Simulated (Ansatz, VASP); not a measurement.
## Two plane-wave programs on Mg3NbO2

```xyz
6
Lattice="3.6809 2.1252 3.7035 -3.6809 2.1252 3.7035 0.0000 -4.2504 3.7035" Properties=species:S:1:pos:R:3 pbc="T T T"
Mg   -1.8405    1.0626    1.8518
Mg    0.0000   -2.1252    1.8518
Mg    1.8405    1.0626    1.8518
Nb    0.0000    0.0000    0.0000
O     0.0000    0.0000    1.9447
O     0.0000    0.0000    9.1659
```

Change from the starting cell: species swapped into the Ho2AlFe3 type (R-3m, No. 166).

Alike in both runs: functional PBE; k mesh 6 × 6 × 6; occupations gaussian, width 0.1 eV; no spin polarisation.

Ansatz relaxed the structure, and its values are those at the end. VASP's run is a single point on that final structure, the one shown.

|  | VASP | Ansatz |
| --- | --- | --- |
| version | VASP 6.6.1 | Ansatz 0.2.0 |
| potentials or method | VASP PAW PBE potentials, release 64 (Mg, Nb_sv, O) | scalar-relativistic, plane waves, PAW |
| plane-wave cutoff (eV) | 520 | 420 |
| valence electrons in the cell | 31 | 55 |

|  | VASP | Ansatz | Ansatz less VASP |
| --- | --- | --- | --- |
| gap on the k mesh at the Fermi level (eV) | none | none | - |
| pressure (GPa) | -0.2 | 0.0 | +0.15 |
| rms of the force components (eV/Å) | 0.011 | 0.001 | -0.0100 |

A gap of «none» marks a metal or a gap that the smearing closes. The two sets of potentials don't hold the same shells in valence.

Caveats: an odd number of electrons without spin polarisation forces a metal; a magnetic or distorted state may lie lower.
